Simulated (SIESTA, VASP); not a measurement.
An input for SIESTA (LDA PW92, numerical atomic orbitals DZP, PseudoDojo LDA standard norm-conserving potentials (rewritten from UPF to PSML)):

```
# files in the folder: Ca.psml Pt.psml (PseudoDojo LDA standard)
SystemName  CaPt5
SystemLabel CaPt5

NumberOfAtoms                6
NumberOfSpecies              2
%block ChemicalSpeciesLabel
  1 20 Ca
  2 78 Pt
%endblock ChemicalSpeciesLabel
LatticeConstant              1.0 Ang
%block LatticeVectors
     5.355660000    0.000000000    0.000000000
    -2.677830000    4.638138000    0.000000000
     0.000000000    0.000000000    4.394430000
%endblock LatticeVectors
AtomicCoordinatesFormat      Ang
%block AtomicCoordinatesAndAtomicSpecies
    -0.000921174    0.004443336    0.052935304  1
    -0.066070100    3.198047171    0.140322939  2
     2.709570319    1.560951429   -0.222410891  2
     2.695503678   -0.003385841    2.193690667  2
     1.285695807    2.327028045    2.282546042  2
    -1.268118530    2.189191860    2.144560940  2
%endblock AtomicCoordinatesAndAtomicSpecies

XC.functional                LDA
XC.authors                   PW92
PAO.BasisSize                DZP
PAO.EnergyShift              0.01 Ry
MeshCutoff                   350 Ry
%block kgrid.MonkhorstPack
    4   0   0  0.0
    0   4   0  0.0
    0   0   4  0.0
%endblock kgrid.MonkhorstPack
OccupationFunction           MP
OccupationMPOrder            0
ElectronicTemperature        1160.45 K

MaxSCFIterations             150
SCF.Mixer.Method             Broyden
SCF.Mixer.Weight             0.25
SCF.Mixer.History            8
SCF.DM.Tolerance             1.0E-04
Diag.ParallelOverK           true
MD.TypeOfRun                 CG
MD.Steps                     40
MD.MaxForceTol               0.02 eV/Ang
MD.VariableCell              true
MD.MaxStressTol              0.05 GPa
WriteForces                  true
Charge.Mulliken              end
```

### Question
Write the VASP files for the same calculation.

### Answer
One set of files that does it:

**INCAR**
```
ALGO = Normal
EDIFF = 1E-6
EDIFFG = -0.01
ENCUT = 300
IBRION = 2
ISIF = 3
ISMEAR = 0
LASPH = .TRUE.
LCHARG = .FALSE.
LMAXMIX = 6
LREAL = .FALSE.
LWAVE = .FALSE.
NELM = 100
NSW = 50
PREC = Accurate
SIGMA = 0.1
SYSTEM = CaPt5
```

**KPOINTS**
```
kpoints
0
gamma
4 4 4
```

POSCAR:
```
CaPt5
1
    5.3556600000     0.0000000000     0.0000000000
   -2.6778300000     4.6381380000     0.0000000000
    0.0000000000     0.0000000000     4.3944300000
Ca Pt
1 5
Direct
  0.0003070000   0.0009580000   0.0120460000
  0.3324190000   0.6895110000   0.0319320000
  0.6742000000   0.3365470000  -0.0506120000
  0.5029350000  -0.0007300000   0.4991980000
  0.4909210000   0.5017160000   0.5194180000
 -0.0007820000   0.4719980000   0.4880180000
```

POTCAR, in this order: Ca_sv Pt (LDA.64 set). Program: vasp_std.

Both inputs were run and reached self-consistency, which says nothing on mesh or cut-off. Potentials, basis and cut-offs are each code's own, so they don't translate, and total energies aren't comparable.

VASP's LDA is the Perdew-Zunger fit; the other code's may be Perdew-Wang, which differs slightly.

The structure comes from a computed database's CaPt5 entry; how it stands against other phases isn't given here. In the starting cell atoms are displaced from their ideal sites.
